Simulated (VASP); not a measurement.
# Lattice vibrations of HfN

Aim: the phonon dispersion and thermal properties of HfN. The start is a cell from a database of measured crystal structures.

Program: VASP 6.6.1. Level of theory: PBEsol; plane waves and PAW (Hf_pv, N). Results are calculated unless marked as measured.

Most raw output is cut from this account.

The database entry behind the starting cell differs from later determinations by our own check (about 0.3 % short), so it need not match the best structure at ambient conditions.

## Step 1: Set-up

Symmetry: Fm-3m, No. 225, cubic system. Conventional cell: a = 4.512 Å, b = 4.512 Å, c = 4.512 Å, α = 90.00°, β = 90.00°, γ = 90.00°. Nearest to Hf lie 6 N at 2.26 Å. Nearest to N lie 6 Hf at 2.26 Å. Farther neighbours and most contacts between anions are not listed.

Structure file:

```cif
data_structure
_symmetry_space_group_name_H-M 'P 1'
_symmetry_Int_Tables_number 1
_cell_length_a 3.1905
_cell_length_b 3.1905
_cell_length_c 3.1905
_cell_angle_alpha 60.000
_cell_angle_beta 60.000
_cell_angle_gamma 60.000
_cell_volume 22.96
loop_
_atom_site_label
_atom_site_type_symbol
_atom_site_fract_x
_atom_site_fract_y
_atom_site_fract_z
_atom_site_occupancy
Hf1 Hf 0.00000 0.00000 0.00000 1
N2 N 0.50000 0.50000 0.50000 1
```

## Step 2: Relax the host

The later steps need the crystal at this functional's own lattice; a raised cutoff keeps the stress reliable while the cell changes.

The input, INCAR:

```
SYSTEM = HfN
PREC = Accurate
ENCUT = 520
EDIFF = 1E-06
NELM = 120
ISMEAR = 0
SIGMA = 0.05
LREAL = .FALSE.
ALGO = Normal
GGA = PS
NBANDS = 13
LORBIT = 11
LWAVE = .FALSE.
LCHARG = .FALSE.
KPAR = 4
IBRION = 2
NSW = 40
ISIF = 3
EDIFFG = -0.02
POTIM = 0.4
```

The input, POSCAR:

```
HfN
1.0
    0.0000000000      2.2560000000      2.2560000000
    2.2560000000      0.0000000000      2.2560000000
    2.2560000000      2.2560000000      0.0000000000
Hf N
1 1
Direct
    0.0000000000      0.0000000000      0.0000000000
    0.5000000000      0.5000000000      0.5000000000
```

The input, KPOINTS:

```
Automatic mesh
0
Gamma
7 7 7
0 0 0
```

The projector-augmented-wave data sets are Hf_pv and N (PBE family, release 64).

The run is started by

```
$ mpirun -np 4 vasp_std
```

Elapsed: 4.8 s, on 4 MPI ranks of AMD EPYC 7R43, shared host; peak memory 0.45 GiB; 17 s of CPU time.

This run has no spin polarisation. Its electron count is odd, so without a moment it is a metal by construction. The k-mesh is coarse for a metal. Harder data sets than Hf_pv exist (the GW ones), and pressures, volumes and forces can shift noticeably with them. The PAW data sets were made with PBE, which is usual practice but a small mismatch for other functionals. The run keeps the 48 symmetry operations of its start, so it cannot find a distortion of lower symmetry.

The steps of the relaxation:

```
step  energy less that of the first step (eV)  largest force (eV/Å)  pressure (GPa)  volume (Å³)
   1                                   0.0000                0.0000           -3.88        22.96
   2                                   0.0035                0.0000            5.67        22.23
   3                                  -0.0038                0.0000           -0.01        22.65
```

```
conventional cell, symmetrised  before  after  change
                         a (Å)   4.512  4.492  -0.5 %
                         b (Å)   4.512  4.492  -0.5 %
                         c (Å)   4.512  4.492  -0.5 %
              volume (Å³/atom)   11.48  11.33  -1.4 %
```

Final coordinates:

```
Hf N
1.0
     0.00000    2.24576    2.24576
     2.24576    0.00000    2.24576
     2.24576    2.24576    0.00000
Hf N
1 1
Direct
  0.00000 0.00000 0.00000
  0.50000 0.50000 0.50000
```

This step gave:

| Quantity | Value |
| --- | --- |
| electronic cycles | 25 |
| electrons | 15 |
| free energy (TOTEN) | -22.97 eV |
| energy at zero smearing | -22.97 eV |
| Fermi energy | 8.622 eV |
| pressure | -0.01052 GPa |
| labelled metallic, from the levels on this mesh | yes |

The run ended after 3 ionic steps, 0.004 eV below its first step, once forces and stress met EDIFFG = -0.02.

## Step 3: Tight relaxation

Force constants are second derivatives, so residual forces and stress must first be far smaller than in an ordinary relaxation. Smearing, mesh and cutoff differ from the relaxation before, which can move the cell too.

The input, INCAR:

```
SYSTEM = HfN
PREC = Accurate
ENCUT = 480
EDIFF = 1E-08
NELM = 120
ISMEAR = 1
SIGMA = 0.2
LREAL = .FALSE.
ALGO = Fast
GGA = PS
NBANDS = 13
LORBIT = 11
LWAVE = .FALSE.
LCHARG = .FALSE.
KPAR = 4
IBRION = 1
NSW = 30
ISIF = 3
EDIFFG = -0.002
POTIM = 0.4
```

The input, POSCAR:

```
HfN
1.0
    0.0000000000      2.2457578254      2.2457578254
    2.2457578254      0.0000000000      2.2457578254
    2.2457578254      2.2457578254      0.0000000000
Hf N
1 1
Direct
    0.0000000000      0.0000000000      0.0000000000
    0.5000000000      0.5000000000      0.5000000000
```

The input, KPOINTS:

```
Automatic mesh
0
Gamma
13 13 13
0 0 0
```

The run is started by

```
$ mpirun -np 4 vasp_std
```

It took 15 s on 4 MPI ranks; peak memory 0.49 GiB; 56 s of CPU time.

Little changed from the start: no atom moved by 0.005 Å and no cell edge by 0.1 %.

Numbers from this step:

```yaml
electronic_cycles: 32
free_energy_toten: -22.99 eV
energy_at_zero_smearing: -22.99 eV
fermi_energy: 8.419 eV
pressure: -0.004328 GPa
```

The run ended after 3 ionic steps, 0.000 eV below its first step, once forces and stress met EDIFFG = -0.002.

## Step 4: Force constants in the supercell

System of this step: HfN. The cell holds 54 atoms: 27 Hf and 27 N. Its edges and angles: a = 9.523 Å, b = 9.523 Å, c = 9.523 Å, α = 60.0°, β = 60.0°, γ = 60.0°. It derives from HfN.

Each independent atom is moved by 0.015 Å both ways; the forces give the force constants out to half the supercell.

The input, INCAR:

```
SYSTEM = HfN
PREC = Accurate
ENCUT = 480
EDIFF = 1E-07
NELM = 120
ISMEAR = 1
SIGMA = 0.2
LREAL = Auto
ALGO = Fast
GGA = PS
LWAVE = .FALSE.
LCHARG = .FALSE.
KPAR = 4
IBRION = 6
NSW = 1
NFREE = 2
POTIM = 0.015
ISIF = 0
ADDGRID = .TRUE.
```

The input, POSCAR:

```
HfN
1.0
    0.0000000000      6.7335629592      6.7335629592
    6.7335629592      0.0000000000      6.7335629592
    6.7335629592      6.7335629592      0.0000000000
Hf N
27 27
Direct
    0.0000000000      0.0000000000      0.0000000000
    0.0000000000      0.0000000000      0.3333333333
    0.0000000000      0.0000000000      0.6666666667
    0.0000000000      0.3333333333      0.0000000000
    0.0000000000      0.3333333333      0.3333333333
    0.0000000000      0.3333333333      0.6666666667
    0.0000000000      0.6666666667      0.0000000000
    0.0000000000      0.6666666667      0.3333333333
    0.0000000000      0.6666666667      0.6666666667
    0.3333333333      0.0000000000      0.0000000000
    0.3333333333      0.0000000000      0.3333333333
    0.3333333333      0.0000000000      0.6666666667
    0.3333333333      0.3333333333      0.0000000000
    0.3333333333      0.3333333333      0.3333333333
    0.3333333333      0.3333333333      0.6666666667
    0.3333333333      0.6666666667      0.0000000000
    0.3333333333      0.6666666667      0.3333333333
    0.3333333333      0.6666666667      0.6666666667
    0.6666666667      0.0000000000      0.0000000000
    0.6666666667      0.0000000000      0.3333333333
    0.6666666667      0.0000000000      0.6666666667
    0.6666666667      0.3333333333      0.0000000000
    0.6666666667      0.3333333333      0.3333333333
    0.6666666667      0.3333333333      0.6666666667
    0.6666666667      0.6666666667      0.0000000000
    0.6666666667      0.6666666667      0.3333333333
    0.6666666667      0.6666666667      0.6666666667
    0.1666666667      0.1666666667      0.1666666667
    0.1666666667      0.1666666667      0.5000000000
    0.1666666667      0.1666666667      0.8333333333
    0.1666666667      0.5000000000      0.1666666667
    0.1666666667      0.5000000000      0.5000000000
    0.1666666667      0.5000000000      0.8333333333
    0.1666666667      0.8333333333      0.1666666667
    0.1666666667      0.8333333333      0.5000000000
    0.1666666667      0.8333333333      0.8333333333
    0.5000000000      0.1666666667      0.1666666667
    0.5000000000      0.1666666667      0.5000000000
    0.5000000000      0.1666666667      0.8333333333
    0.5000000000      0.5000000000      0.1666666667
    0.5000000000      0.5000000000      0.5000000000
    0.5000000000      0.5000000000      0.8333333333
    0.5000000000      0.8333333333      0.1666666667
    0.5000000000      0.8333333333      0.5000000000
    0.5000000000      0.8333333333      0.8333333333
    0.8333333333      0.1666666667      0.1666666667
    0.8333333333      0.1666666667      0.5000000000
    0.8333333333      0.1666666667      0.8333333333
    0.8333333333      0.5000000000      0.1666666667
    0.8333333333      0.5000000000      0.5000000000
    0.8333333333      0.5000000000      0.8333333333
    0.8333333333      0.8333333333      0.1666666667
    0.8333333333      0.8333333333      0.5000000000
    0.8333333333      0.8333333333      0.8333333333
```

The input, KPOINTS:

```
Automatic mesh
0
Gamma
4 4 4
0 0 0
```

The run is started by

```
$ mpirun -np 4 vasp_std
```

Run time: 75 min. Hardware: 4 MPI ranks; peak memory 10 GiB.

The last energy, forces, stress and levels in OUTCAR belong to the last displaced cell, not to the cell of POSCAR.

Numbers from this step:

| Item | Value |
| --- | --- |
| electrons | 405 |
| lowest frequency | 3.01e-6 cm⁻¹ |
| highest frequency | 556.2 cm⁻¹ |
| dynamically stable | yes |
| zero point energy | 61.94 meV/atom |
| heat capacity 300 | 19.53 J/K/mol of atoms |
| entropy 300 | 21.64 J/K/mol of atoms |

No long-range dipole term. The phonon branches at the labelled points (cm⁻¹):

```
          point  branch 1  branch 2  branch 3  branch 4  branch 5  branch 6
              Γ         0         0         0       517       517       517
0.47 of the way       117       117       138       514       514       534
              X       131       131       152       480       510       510
0.47 of the way       136       140       157       485       507       528
              W       139       156       156       497       497       549
0.53 of the way       137       151       161       491       510       543
              K       134       150       162       490       521       535
0.53 of the way       107       129       157       513       531       544
              Γ         0         0         0       517       517       517
0.47 of the way        98        98       154       521       531       531
              L       126       126       190       537       556       556
0.47 of the way       130       139       180       522       539       551
              U       134       150       162       490       521       535
0.47 of the way       137       151       161       491       510       543
              W       139       156       156       497       497       549
0.47 of the way       133       145       173       515       524       552
              L       126       126       190       537       556       556
0.53 of the way       131       142       177       517       536       550
              K       134       150       162       490       521       535
      jump to U       134       150       162       490       521       535
0.47 of the way       133       139       156       483       513       518
              X       131       131       152       480       510       510
```

The phonon density of states has structure finer than the step of the table below, so its rows give means over 20 cm⁻¹, whole bins alone (the curve runs from -43.9 to 611 cm⁻¹). Peaks (cm⁻¹: height): 132.8: 0.0918, 159.0: 0.0557, 515.7: 0.0807, 551.7: 0.0530.

Phonon density of states against frequency; means over each step:

```
frequency (cm⁻¹)  phonon density of states (states/cm⁻¹/cell)
               0                                       3.9e-7
              20                                       1.0e-4
              40                                       4.7e-4
              60                                      0.00122
              80                                      0.00276
             100                                      0.00677
             120                                       0.0302
             140                                       0.0525
             160                                       0.0403
             180                                       0.0138
             200                                       2.0e-4
             220                                            0
             240                                            0
             260                                            0
             280                                            0
             300                                            0
             320                                            0
             340                                            0
             360                                            0
             380                                            0
             400                                            0
             420                                            0
             440                                            0
             460                                            0
             480                                      0.00278
             500                                       0.0236
             520                                       0.0613
             540                                       0.0478
             560                                       0.0156
             580                                            0
```

Table of heat capacity at constant volume by temperature:

temperature (K), heat capacity at constant volume (J/K/mol of atoms) and a bar:
```
        0        0.0 
       25        0.4 #
       75        7.1 #########
      100        9.3 ###########
      150       12.8 ################
      175       14.3 ##################
      200       15.7 ###################
      250       17.9 ######################
      275       18.8 #######################
      300       19.5 ########################
      350       20.7 ##########################
      375       21.1 ##########################
      425       21.9 ###########################
      450       22.2 ###########################
      475       22.4 ############################
      525       22.8 ############################
      550       23.0 ############################
      575       23.2 #############################
      625       23.4 #############################
      650       23.5 #############################
      700       23.7 #############################
      725       23.8 #############################
      750       23.9 #############################
      800       24.0 ##############################
      825       24.0 ##############################
      850       24.1 ##############################
      900       24.2 ##############################
      925       24.2 ##############################
      975       24.3 ##############################
     1000       24.3 ##############################
```

Vibrational entropy against temperature:

```
temperature (K)  vibrational entropy (J/K/mol of atoms)
              0                                       0
             25                                  0.0978
             50                                    1.33
             75                                    3.55
            100                                    5.92
            125                                    8.19
            150                                    10.4
            200                                    14.5
            225                                    16.4
            250                                    18.2
            275                                    20.0
            300                                    21.6
            325                                    23.2
            350                                    24.7
            375                                    26.2
            400                                    27.6
            425                                    28.9
            450                                    30.1
            475                                    31.3
            525                                    33.6
            550                                    34.7
            575                                    35.7
            600                                    36.7
            625                                    37.6
            650                                    38.6
            675                                    39.5
            700                                    40.3
            725                                    41.2
            750                                    42.0
            775                                    42.7
            800                                    43.5
            850                                    45.0
            875                                    45.7
            900                                    46.3
            925                                    47.0
            950                                    47.6
            975                                    48.3
           1000                                    48.9
```

## Step 5: Modes at the zone centre

System of this step: HfN. Symmetry: Fm-3m, No. 225, cubic system. The conventional cell has a = 4.489 Å, b = 4.489 Å, c = 4.489 Å, α = 90.00°, β = 90.00°, γ = 90.00°. Nearest to Hf lie 6 N at 2.24 Å. N has 6 Hf at 2.24 Å nearest. Farther neighbours and most contacts between anions are not listed.

INCAR, as its differences from that of step 4:

```diff
@@ -10,5 +10,5 @@
 GGA = PS
+NBANDS = 13
 LWAVE = .FALSE.
 LCHARG = .FALSE.
-KPAR = 4
 IBRION = 6
```

The input, POSCAR:

```
HfN
1.0
    0.0000000000      2.2445209864      2.2445209864
    2.2445209864      0.0000000000      2.2445209864
    2.2445209864      2.2445209864      0.0000000000
Hf N
1 1
Direct
    0.0000000000      0.0000000000      0.0000000000
    0.5000000000      0.5000000000      0.5000000000
```

The input, KPOINTS:

```
Automatic mesh
0
Gamma
9 9 9
0 0 0
```

The run is started by

```
$ mpirun -np 4 vasp_std
```

Elapsed: 30 s, on 4 MPI ranks; peak memory 0.57 GiB; 2 min of CPU time.

Numbers from this step:

```
electrons : 15
```

The modes at Γ (shares of kinetic energy by element, %):

```
mode  frequency (cm⁻¹)  symmetry  Hf %  N %
   1               0.0  acoustic    93    7
   2               0.0  acoustic    93    7
   3               0.0  acoustic    93    7
   4             504.1       T1u     7   93
   5             504.1       T1u     7   93
   6             504.1       T1u     7   93
```

Displacements in mode 6 (504.1 cm⁻¹), the largest set to 1:
```
Hf1  0.00  0.00 -0.08
N2   0.00  0.00  1.00
```

The highest mode in this list at Γ, 504.1 cm⁻¹, is mostly motion of N (93 % of the kinetic energy).

## Step 6: Modes at the zone centre, bad settings

INCAR, as its differences from that of step 5:

```diff
@@ -3,3 +3,3 @@
 ENCUT = 480
-EDIFF = 1E-07
+EDIFF = 0.001
 NELM = 120
```

POSCAR is that of step 5.

KPOINTS is that of step 5.

The run is started by

```
$ mpirun -np 4 vasp_std
```

The job ended after 17 s (4 MPI ranks; peak memory 0.57 GiB; 65 s of CPU time).

The fault in the input: loose electronic threshold. The run ended without an error.

## Step 7: What came out

```yaml
highest_frequency: 556 cm⁻¹
lowest_frequency: 3.0e-6 cm⁻¹
zero_point_energy: 61.9 meV/atom
heat_capacity_300: 19.5 J/K/mol of atoms
entropy_300: 21.6 J/K/mol of atoms
```

In words: The spectrum reaches 556 cm⁻¹, and its lowest point lies at 0 cm⁻¹. No mode is imaginary, so the structure is a local minimum as far as this supercell can tell. Frequencies between the wave vectors that fit the supercell are interpolated.

[Lines on the potential files, build, host, timing and source positions are cut from VASP's logs without a mark.]

[Logs are printed without paths, hosts, clocks, repeated set-up lines and the standing remarks that a program may print on its own settings, such as how far it seeks lower states.]

[Hosts, paths, dates, database ids (printed as entryN), source tags and the programs' standing remarks are cut or masked in the printed files.]

[Runs that stopped without an error message from VASP are left out.]
